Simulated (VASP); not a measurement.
# SiGeH6 in VASP: reference runs

Reference runs on SiGeH6: the cell as given.

All numbers are computed with VASP 6.6.1; they aren't measurements. Logs are shortened: lines on timing, memory, paths and dates and some standing lists are left out, and cuts for length are marked.

### 1 The molecule as given

The cell holds a molecule in a box, 8 atoms: a = 13.000 Å, b = 13.000 Å, c = 14.000 Å, α = 90.00°, β = 90.00°, γ = 90.00°.

### 2 Single point, PBE

INCAR

```
PREC = Accurate ; ENCUT = 520
EDIFF = 1E-7 ; ISMEAR = 0
SIGMA = 0.01 ; LREAL = False
LASPH = True ; NELM = 60
ALGO = Normal ; ISIF = 2
LWAVE = False ; LCHARG = False
GGA = PE ; NBANDS = 22
```

KPOINTS

```
regular mesh
0
Gamma
  1 1 1
```

POSCAR

```
SiGeH6
1.0
   13.0000000000      0.0000000000      0.0000000000
    0.0000000000     13.0000000000      0.0000000000
    0.0000000000      0.0000000000     14.0000000000
Si Ge H
1 1 6
Direct
    0.4589692300      0.5329500000      0.4300535700
    0.5394615400      0.4729269200      0.5720250000
    0.3529538500      0.5691576900      0.4514321400
    0.4532692300      0.4487269200      0.3584035700
    0.5187769200      0.6197192300      0.3888250000
    0.5463384600      0.5596500000      0.6464535700
    0.6490461500      0.4347192300      0.5507178600
    0.4780000000      0.3835115400      0.6157892900
```

Potentials or basis: VASP PAW PBE potentials, release 64 (Si, Ge_d, H).

Command:

```
$ cat potpaw_PBE.64/Si/POTCAR potpaw_PBE.64/Ge_d/POTCAR potpaw_PBE.64/H/POTCAR > POTCAR
$ mpirun -np 1 vasp_gam > vasp.out
```

OUTCAR:

```text
PREC = Accurate
   ENCUT = 520
   EDIFF = 1E-7
   ISMEAR = 0
   LREAL = False
   LASPH = True
   NELM = 60
   ISIF = 2
   GGA = PE

 ion  position               nearest neighbor table
   1  0.459  0.533  0.430-   5 1.49   4 1.49   3 1.49   2 2.38
   2  0.539  0.473  0.572-   6 1.54   8 1.54   7 1.54   1 2.38
   3  0.353  0.569  0.451-   1 1.49
   4  0.453  0.449  0.358-   1 1.49
   5  0.519  0.620  0.389-   1 1.49
   6  0.546  0.560  0.646-   2 1.54
   7  0.649  0.435  0.551-   2 1.54
   8  0.478  0.384  0.616-   2 1.54

  LATTYP: Found a simple tetragonal cell.
 ALAT       =    13.0000000000
 C/A-ratio  =     1.0769230769

  Lattice vectors:

 A1 = (  13.0000000000,   0.0000000000,   0.0000000000)
 A2 = (   0.0000000000,  13.0000000000,   0.0000000000)
 A3 = (   0.0000000000,   0.0000000000,  14.0000000000)

Analysis of symmetry for initial positions (statically):
=====================================================================
 Subroutine PRICEL returns:
 Original cell was already a primitive cell.

 Routine SETGRP: Setting up the symmetry group for a
 simple tetragonal supercell.

 Subroutine GETGRP returns: Found  1 space group operations
 (whereof  1 operations were pure point group operations)
 out of a pool of 16 trial point group operations.

The static configuration has the point symmetry C_1 .

Analysis of symmetry for dynamics (positions and initial velocities):
=====================================================================
 Subroutine PRICEL returns:
 Original cell was already a primitive cell.

 Routine SETGRP: Setting up the symmetry group for a
 simple tetragonal supercell.

 Subroutine GETGRP returns: Found  1 space group operations
 (whereof  1 operations were pure point group operations)
 out of a pool of 16 trial point group operations.

The dynamic configuration has the point symmetry C_1 .

 Subroutine INISYM returns: Found  1 space group operations
 (whereof  1 operations are pure point group operations),
 and found     1 'primitive' translations

----------------------------------------------------------------------------------------

                                     Primitive cell

  volume of cell :    2366.0000

  direct lattice vectors                    reciprocal lattice vectors
    13.000000000  0.000000000  0.000000000     0.076923077  0.000000000  0.000000000
     0.000000000 13.000000000  0.000000000     0.000000000  0.076923077  0.000000000
     0.000000000  0.000000000 14.000000000     0.000000000  0.000000000  0.071428571

  length of vectors
    13.000000000 13.000000000 14.000000000     0.076923077  0.076923077  0.071428571

  position of ions in fractional coordinates (direct lattice)
     0.458969230  0.532950000  0.430053570
     0.539461540  0.472926920  0.572025000
     0.352953850  0.569157690  0.451432140
     0.453269230  0.448726920  0.358403570
     0.518776920  0.619719230  0.388825000
     0.546338460  0.559650000  0.646453570
     0.649046150  0.434719230  0.550717860
     0.478000000  0.383511540  0.615789290

  ion indices of the primitive-cell ions
   primitive index   ion index
                 1           1
                 2           2
                 3           3
                 4           4
                 5           5
                 6           6
                 7           7
                 8           8

----------------------------------------------------------------------------------------

 KPOINTS: regular mesh

Automatic generation of k-mesh.
 Grid dimensions read from file:
 generate k-points for:    1    1    1

 Generating k-lattice:

  Cartesian coordinates                     Fractional coordinates (reciprocal lattice)
     0.076923077  0.000000000  0.000000000     1.000000000  0.000000000  0.000000000
     0.000000000  0.076923077  0.000000000     0.000000000  1.000000000  0.000000000
     0.000000000  0.000000000  0.071428571     0.000000000  0.000000000  1.000000000

  Length of vectors
     0.076923077  0.076923077  0.071428571

  Shift w.r.t. Gamma in fractional coordinates (k-lattice)
     0.000000000  0.000000000  0.000000000

 Subroutine IBZKPT returns following result:
 ===========================================

 Found      1 irreducible k-points:

 Following reciprocal coordinates:
            Coordinates               Weight
  0.000000  0.000000  0.000000      1.000000
   k-points           NKPTS =      1   k-points in BZ     NKDIM =      1   number of bands    NBANDS=     22
   number of dos      NEDOS =    301   number of ions     NIONS =      8
   total plane-waves  NPLWV = ******
   dimension x,y,z NGX =    98 NGY =   98 NGZ =  108
   dimension x,y,z NGXF=   196 NGYF=  196 NGZF=  216
   ions per type =               1   1   6
   NGX,Y,Z   is equivalent  to a cutoff of  12.53, 12.53, 12.82 a.u.
   NGXF,Y,Z  is equivalent  to a cutoff of  25.06, 25.06, 25.65 a.u.
 SYSTEM =  unknown system
   PREC   = accura    normal or accurate (medium, high low for compatibility)
   ISTART =      0    job   : 0-new  1-cont  2-samecut
   ICHARG =      2    charge: 1-file 2-atom 10-const
   ISPIN  =      1    spin polarized calculation?
   LNONCOLLINEAR =      F non collinear calculations
   LSORBIT =      F    spin-orbit coupling
   LASPH  =      T    aspherical Exc in radial PAW
   ENCUT  =  520.0 eV  38.22 Ry    6.18 a.u.  24.17 24.17 26.03*2*pi/ulx,y,z
   NELM   =     60;   NELMIN=  2; NELMDL= -5     # of ELM steps
   EDIFF  = 0.1E-06   stopping-criterion for ELM
   LREAL  =      F    real-space projection
   EDIFFG = 0.1E-05   stopping-criterion for IOM
   NSW    =      0    number of steps for IOM
   IBRION =     -1    ionic relax: 0-MD 1-quasi-New 2-CG
   NFREE  =      0    steps in history (QN), initial steepest desc. (CG)
   ISIF   =      2    stress and relaxation
   ISYM   =      2    0-nonsym 1-usesym 2-fastsym
   POTIM  = 0.5000    time-step for ionic-motion
   TEBEG  =    0.0;   TEEND  =   0.0 temperature during run
   PSTRESS=    0.0 pullay stress
   NELECT =      24.0000    total number of electrons
   NUPDOWN=      -1.0000    fix difference up-down
   EMIN   =  10.00;   EMAX   =-10.00  energy-range for DOS
   EFERMI =   0.00;   METHOD = LEGACY
   ISMEAR =     0;   SIGMA  =   0.01  broadening in eV -4-tet -1-fermi 0-gaus
   EFERMI_NEDOS =   21; number of points for ismear=-14 and -15
   IALGO  =     38    algorithm
   IMIX   =      4    mixing-type and parameters
     AMIX     =   0.40;   BMIX     =  1.00
     AMIX_MAG =   1.60;   BMIX_MAG =  1.00
  volume/ion in A,a.u.               =     295.75      1995.82
  Fermi-wavevector in a.u.,A,eV,Ry     =   0.354384  0.669688  1.708725  0.125588
  Thomas-Fermi vector in A             =   1.269377
   LORBIT       =      0    0 simple, 1 ext, 2 COOP (PROOUT), +10 PAW based schemes
   GGA     = PE    functional components
   LHFCALC =     F    Hartree Fock is set to
   AEXX    =    0.0000 exact exchange contribution
   IVDW    =     0    specifies the selected vdW correction
   LEPSILON=     F    determine dielectric tensor
   LRPA    =     F    only Hartree local field effects (RPA)
 non-spin polarized calculation
 Gauss-broadening in eV      SIGMA  =   0.01
  energy-cutoff  :      520.00
  volume of cell :     2366.00
 maximum number of plane-waves:     31773
 NGX is ok and might be reduce to    98
   NGX = 49   NGY = 49   NGZ = 53

 number of electron      23.9999996 magnetization

 Free energy of the ion-electron system (eV)
  ---------------------------------------------------
  ext. energy  EPLUGINS =         0.00000000
  ---------------------------------------------------
  free energy    TOTEN  =       -29.68585044 eV

  energy without entropy =      -29.68585044  energy(sigma->0) =      -29.68585044

 E-fermi :  -6.9023     XC(G=0):  -0.6606

 val. band max:       -6.9711897731   @ k =   0.0000   0.0000   0.0000
 cond. band min:      -0.7507020284   @ k =   0.0000   0.0000   0.0000
 fundamental gap:      6.2204877446
 Fermi energy:        -6.9022898320

 k-point     1 :       0.0000    0.0000    0.0000
  band No.  band energies     occupation
      1     -28.3828      2.00000
      2     -28.3828      2.00000
      3     -28.3524      2.00000
      4     -28.3086      2.00000
      5     -28.3086      2.00000
      6     -14.2627      2.00000
      7     -12.5101      2.00000
      8      -8.5971      2.00000
      9      -8.5966      2.00000
     10      -7.9088      2.00000
     11      -7.9083      2.00000
     12      -6.9712      2.00000
     13      -0.7507      0.00000
     14      -0.4166      0.00000
     15      -0.2033      0.00000
     16      -0.2012      0.00000
     17       0.3041      0.00000
     18       0.3363      0.00000
     19       0.4132      0.00000
     20       0.6006      0.00000
     21       0.6263      0.00000
     22       0.7829      0.00000

------------------------ aborting loop because EDIFF is reached ----------------------------------------

  FORCE on cell =-STRESS in cart. coord.  units (eV):
  Direction    XX          YY          ZZ          XY          YZ          ZX
  --------------------------------------------------------------------------------------
  -------------------------------------------------------------------------------------
  Total        0.1250826      0.1295107      0.1099718      0.0055551      0.0072668     -0.0096004
  in kB        0.0847018      0.0877004      0.0744693      0.0037617      0.0049208     -0.0065011
  external PRESSURE =       0.0822905 kB  Pullay stress =       0.0000000 kB

 VOLUME and BASIS-vectors are now :
 -----------------------------------------------------------------------------
  energy-cutoff  :      520.00
  volume of cell :     2366.00
      direct lattice vectors                 reciprocal lattice vectors
    13.000000000  0.000000000  0.000000000     0.076923077  0.000000000  0.000000000
     0.000000000 13.000000000  0.000000000     0.000000000  0.076923077  0.000000000
     0.000000000  0.000000000 14.000000000     0.000000000  0.000000000  0.071428571

 POSITION                                       TOTAL-FORCE (eV/Angst)
 -----------------------------------------------------------------------------------
      5.96660      6.92835      6.02075         0.036686     -0.030698      0.075818
      7.01300      6.14805      8.00835         0.000781     -0.003147      0.001057
      4.58840      7.39905      6.32005        -0.109681      0.038459      0.021072
      5.89250      5.83345      5.01765        -0.006732     -0.085761     -0.081316
      6.74410      8.05635      5.44355         0.062070      0.092136     -0.049368
      7.10240      7.27545      9.05035         0.006848     -0.012100      0.007691
      8.43760      5.65135      7.71005        -0.002604     -0.001612      0.016257
      6.21400      4.98565      8.62105         0.012632      0.002724      0.008789
 -----------------------------------------------------------------------------------
    total drift:                               -0.001746     -0.001694      0.000319

  FREE ENERGIE OF THE ION-ELECTRON SYSTEM (eV)
  ---------------------------------------------------
  free  energy   TOTEN  =       -29.6858504365 eV

  energy  without entropy=      -29.6858504365  energy(sigma->0) =      -29.68585044
```

Run time: 4.9 min. Hardware: 1 thread of Intel Xeon Platinum 8488C (Sapphire Rapids), shared host; peak memory 1.7 GiB.

Results:

```
Free energy                     : -29.6859 eV
Largest force                   : 0.122 eV/Å
Gap between the frontier levels : 6.22 eV
```

Forces in eV/Å, atoms in the order of the input:
```
Si   0.037 -0.031  0.076
Ge   0.001 -0.003  0.001
H   -0.110  0.038  0.021
H   -0.007 -0.086 -0.081
H    0.062  0.092 -0.049
H    0.007 -0.012  0.008
H   -0.003 -0.002  0.016
H    0.013  0.003  0.009
```

Levels at points of the mesh, in eV from the valence-band top:
```csv
k point,band 9,band 10,band 11,band 12,band 13,band 14,band 15,band 16
"(0.00, 0.00, 0.00)",-1.63,-0.94,-0.94,0.00,6.22,6.55,6.77,6.77
```
